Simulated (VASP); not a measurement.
These are PBEsol GGA, VASP's PBE PAW potentials (set 64) (plane waves; VASP 6.6.1) values and carry that method's errors.

Input for VASP

**KPOINTS**
```
K-points
0
G
 8 8 6
```

### INCAR
```
SYSTEM=TiO2
PREC=Accurate; ENCUT=520; LREAL=.False.
LASPH=.True.; NBANDS=84
EDIFF=1E-7; NELM=100; ALGO=Normal
LMAXMIX=4
ISMEAR=0; SIGMA=0.01
GGA=PS
LWAVE=.False.; LCHARG=.False.; NEDOS=1001
LOPTICS=.True.; CSHIFT=0.1
```

### POSCAR
```
TiO2
4.7900830
  0.5572857849  -0.5570943738  -0.0016719314
  0.5572857849   0.5570943738  -0.0016719314
 -0.5453253748   0.0000000000   1.0000000667
Ti O
2 4
Cart
  0.4209544412   0.4144079256   0.2483280853
  0.1482917538  -0.4144079256   0.7483281186
 -0.1299926283  -0.1361877976   0.6643663983
  0.6992388233   0.1361877976   0.3322898056
  0.4265761360  -0.1361877976   0.8322898390
  0.1426700590   0.1361877976   0.1643663649
```

POTCAR, in this order: Ti_sv O (PBE.64 set). Program: vasp_std.

### Question
What will the output report for the number of irreducible k-points (NKPTS), largest plane-wave count, number of space-group operations, FFT grid (NGX, NGY, NGZ)?

### Answer

The number of irreducible k-points (NKPTS) is 114 and the largest plane-wave count is 1852. The number of space-group operations is 4 and the FFT grid (NGX, NGY, NGZ) is 28 × 28 × 42.

The structure comes from a computed database's TiO2 entry (C2/c); how it stands against other phases isn't given here. It was relaxed first.
